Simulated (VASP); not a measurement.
These are PBEsol GGA, VASP's PBE PAW potentials (set 64) (plane waves; VASP 6.6.1) values and carry that method's errors.

The input files of a VASP run:

### POSCAR
```
SnO
1
    3.8848129781     0.0000000000     0.0000000000
    0.0000000000     3.8848129781     0.0000000000
    0.0000000000     0.0000000000     4.7288495295
Sn O
2 2
Direct
  0.5000000000   0.0000000000   0.7559990603
  0.0000000000   0.5000000000   0.2440009397
  0.5000000000   0.5000000000   0.0000000000
  0.0000000000   0.0000000000   0.0000000000
```

INCAR:
```
! general
SYSTEM   =  SnO
PREC     =  Accurate
ENCUT    =  600   ! plane-wave cut-off (eV)
LREAL    =  .FALSE.   ! projection in real space or not
LASPH    =  .TRUE.

! electronic loop
EDIFF    =  1E-7   ! SCF stop (eV)
NELM     =  100
ALGO     =  Normal
LMAXMIX  =  4   ! l cut-off of mixed one-centre charges

! smearing
ISMEAR   =  0   ! Gaussian
SIGMA    =  0.05   ! width (eV)

! functional
GGA      =  PS

! ions
IBRION   =  2   ! conjugate gradients
NSW      =  30
ISIF     =  2   ! forces and stress, cell fixed
EDIFFG   =  -0.01   ! ionic stop

! output
LWAVE    =  .FALSE.
LCHARG   =  .FALSE.
```

**KPOINTS**
```
Automatic mesh
0
Gamma
6 6 4
0 0 0
```

POTCAR, in this order: Sn_d O (PBE.64 set). Program: vasp_std.

Output

File OUTCAR:
```
 ion  position               nearest neighbor table
   1  0.500  0.000  0.756-   3 2.26   4 2.26   3 2.26   4 2.26   2 3.59   2 3.59   2 3.59   2 3.59
                             2 3.66   2 3.66   2 3.66   2 3.66
   2  0.000  0.500  0.244-   3 2.26   4 2.26   4 2.26   3 2.26   1 3.59   1 3.59   1 3.59   1 3.59
                             1 3.66   1 3.66   1 3.66   1 3.66
   3  0.500  0.500  0.000-   1 2.26   2 2.26   1 2.26   2 2.26
   4  0.000  0.000  0.000-   1 2.26   2 2.26   2 2.26   1 2.26
  LATTYP: Found a simple tetragonal cell.
 ALAT       =     3.8848129781
 C/A-ratio  =     1.2172656846
 Subroutine PRICEL returns:
 Original cell was already a primitive cell.
 Subroutine GETGRP returns: Found 16 space group operations
The static configuration has the point symmetry D_2d.
 The point group associated with its full space group is D_4h.
The dynamic configuration has the point symmetry D_2d.
 Subroutine INISYM returns: Found 16 space group operations
 Subroutine IBZKPT returns following result:
 Found     30 irreducible k-points:

 Following reciprocal coordinates:
            Coordinates               Weight
  0.000000  0.000000  0.000000      1.000000
  0.166667  0.000000  0.000000      4.000000
  0.333333  0.000000  0.000000      4.000000
...
```

### OSZICAR
```
       N       E                     dE             d eps       ncg     rms          rms(c)
DAV:   1     0.412595161827E+03    0.41260E+03   -0.22456E+04  1464   0.276E+03
DAV:   2     0.315967005960E+02   -0.38100E+03   -0.37503E+03  1552   0.607E+02
DAV:   3    -0.250365482565E+02   -0.56633E+02   -0.55530E+02  1736   0.198E+02
DAV:   4    -0.273869202689E+02   -0.23504E+01   -0.23468E+01  1608   0.443E+01
DAV:   5    -0.274524344019E+02   -0.65514E-01   -0.65507E-01  1872   0.753E+00    0.107E+01
DAV:   6    -0.242797287353E+02    0.31727E+01   -0.22746E+01  2432   0.514E+01    0.483E+00
DAV:   7    -0.242136264629E+02    0.66102E-01   -0.22081E+00  1640   0.961E+00    0.246E+00
DAV:   8    -0.241997952445E+02    0.13831E-01   -0.53020E-01  1976   0.487E+00    0.961E-01
DAV:   9    -0.241787873805E+02    0.21008E-01   -0.13685E-01  2264   0.344E+00    0.246E-01
DAV:  10    -0.241805473938E+02   -0.17600E-02   -0.15581E-02  2096   0.114E+00    0.192E-01
DAV:  11    -0.241797384789E+02    0.80891E-03   -0.43746E-03  2248   0.588E-01    0.245E-02
DAV:  12    -0.241797837003E+02   -0.45221E-04   -0.44218E-04  1520   0.131E-01    0.284E-02
DAV:  13    -0.241797811662E+02    0.25341E-05   -0.18202E-05  2056   0.337E-02    0.592E-03
DAV:  14    -0.241797810417E+02    0.12451E-06   -0.85047E-07  1776   0.703E-03    0.436E-03
DAV:  15    -0.241797808167E+02    0.22495E-06   -0.99239E-07  1696   0.801E-03    0.152E-03
DAV:  16    -0.241797807883E+02    0.28440E-07   -0.13018E-07   976   0.298E-03
   1 F= -.24179781E+02 E0= -.24179726E+02  d E =-.241798E+02
       N       E                     dE             d eps       ncg     rms          rms(c)
DAV:   1    -0.241788996553E+02    0.88116E-03   -0.38314E+00  1672   0.119E+01    0.408E-01
DAV:   2    -0.241896650910E+02   -0.10765E-01   -0.11515E-01  2184   0.282E+00    0.137E-01
DAV:   3    -0.241894292589E+02    0.23583E-03   -0.13641E-03  1704   0.490E-01    0.956E-02
DAV:   4    -0.241893315188E+02    0.97740E-04   -0.42463E-04  2040   0.322E-01    0.326E-02
DAV:   5    -0.241893370989E+02   -0.55800E-05   -0.83957E-05  2216   0.743E-02    0.880E-03
DAV:   6    -0.241893364513E+02    0.64760E-06   -0.54026E-06  2032   0.289E-02    0.461E-03
DAV:   7    -0.241893363365E+02    0.11475E-06   -0.18882E-06  2000   0.160E-02    0.172E-03
DAV:   8    -0.241893363346E+02    0.19463E-08   -0.28793E-07  1280   0.407E-03
   2 F= -.24189336E+02 E0= -.24189336E+02  d E =-.955555E-02
       N       E                     dE             d eps       ncg     rms          rms(c)
DAV:   1    -0.241892489823E+02    0.87354E-04   -0.15709E-01  1688   0.240E+00    0.756E-02
DAV:   2    -0.241896335590E+02   -0.38458E-03   -0.41539E-03  2152   0.534E-01    0.250E-02
DAV:   3    -0.241896277135E+02    0.58455E-05   -0.52212E-05  1720   0.879E-02    0.173E-02
DAV:   4    -0.241896257101E+02    0.20034E-05   -0.12259E-05  2096   0.512E-02    0.617E-03
DAV:   5    -0.241896258490E+02   -0.13886E-06   -0.24449E-06  2176   0.121E-02    0.124E-03
DAV:   6    -0.241896257992E+02    0.49782E-07   -0.10553E-07   960   0.418E-03
   3 F= -.24189626E+02 E0= -.24189626E+02  d E =-.984501E-02
```

**OUTCAR**
```
------------------------ aborting loop because EDIFF is reached ----------------------------------------
  FORCE on cell =-STRESS in cart. coord.  units (eV):
  Direction    XX          YY          ZZ          XY          YZ          ZX
  --------------------------------------------------------------------------------------
  Total       -1.5677275     -1.5677275     -0.2282567      0.0000000      0.0000000      0.0000000
  in kB      -35.1953620    -35.1953620     -5.1243458      0.0000000      0.0000000      0.0000000
  external PRESSURE =     -25.1716899 kB  Pullay stress =       0.0000000 kB
  volume of cell :       71.37
      direct lattice vectors                 reciprocal lattice vectors
     3.884812978  0.000000000  0.000000000     0.257412649  0.000000000  0.000000000
     0.000000000  3.884812978  0.000000000     0.000000000  0.257412649  0.000000000
     0.000000000  0.000000000  4.728849529     0.000000000  0.000000000  0.211467925
 POSITION                                       TOTAL-FORCE (eV/Angst)
 -----------------------------------------------------------------------------------
      1.94241      0.00000      3.59878         0.000000      0.000000      0.001040
      0.00000      1.94241      1.13007         0.000000      0.000000     -0.001040
      1.94241      1.94241      0.00000         0.000000      0.000000      0.000000
      0.00000      0.00000      0.00000         0.000000     -0.000000      0.000000
 -----------------------------------------------------------------------------------
    total drift:                                0.000000     -0.000000     -0.000000
  FREE ENERGIE OF THE ION-ELECTRON SYSTEM (eV)
  ---------------------------------------------------
  free  energy   TOTEN  =       -24.1896257992 eV

  energy  without entropy=      -24.1896254065  energy(sigma->0) =      -24.18962560

 reached required accuracy - stopping structural energy minimisation
```
(Selected blocks of OUTCAR.)

CONTCAR:
```
SnO
   1.00000000000000
     3.8848129780999998    0.0000000000000000    0.0000000000000000
     0.0000000000000000    3.8848129780999998    0.0000000000000000
     0.0000000000000000    0.0000000000000000    4.7288495294999997
  Sn              O
     2     2
Direct
     0.5000000000000000    0.0000000000000000    0.7610274154942895
     0.0000000000000000    0.5000000000000000    0.2389725845057104
     0.5000000000000000    0.5000000000000000    0.0000000000000000
     0.0000000000000000    0.0000000000000000    0.0000000000000000
```

Without a dispersion term in the relaxation, distances and binding between the weakly bound layers, chains or molecules are unreliable, and so is what depends on them.

The compound is SnO in the litharge structure. This cell was strained or had an atom moved on purpose. Symmetry was kept, so distortions that lower it aren't found.
